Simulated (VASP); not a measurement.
```
YB
1.0
    3.56200     0.00000     0.00000
    0.00000     3.56200     0.00000
    0.00000     0.00000     3.56200
Y B
1 1
Cartesian
  0.00000   0.00000   0.00000
  1.78100   1.78100   1.78100
```

These are PBEsol GGA, VASP's PBE PAW potentials (set 64) (plane waves; VASP) values and carry that method's errors. Run with 520 eV cut-off, 9×9×9 Γ-centred mesh, first-order Methfessel-Paxton smearing of 0.10 eV, potentials Y_sv B.

Energy and stress use the plane-wave basis of the starting cell.

Q: The ions, cell shape and volume are relaxed. What does this cell relax into?

A: 
```
YB
1.0
    3.17782     0.00000     0.00000
    0.00000     3.17782     0.00000
    0.00000     0.00000     3.17782
Y B
1 1
Direct
  0.00000   0.00000   0.00000
  0.50000   0.50000   0.50000
```
Space group Pm-3m (221), at a tolerance of 0.03 Å.

Q: How do energy and volume change from the first to the last step?

A: The energy (σ→0) changes by -490.3 meV/atom and the volume by -29.0 %, in 15 ionic steps.

The structure was generated: YB was put into the CsCl type type (Pm-3m), which need not be its known phase. This run relaxes it. Symmetry was kept, so distortions that lower it aren't found.
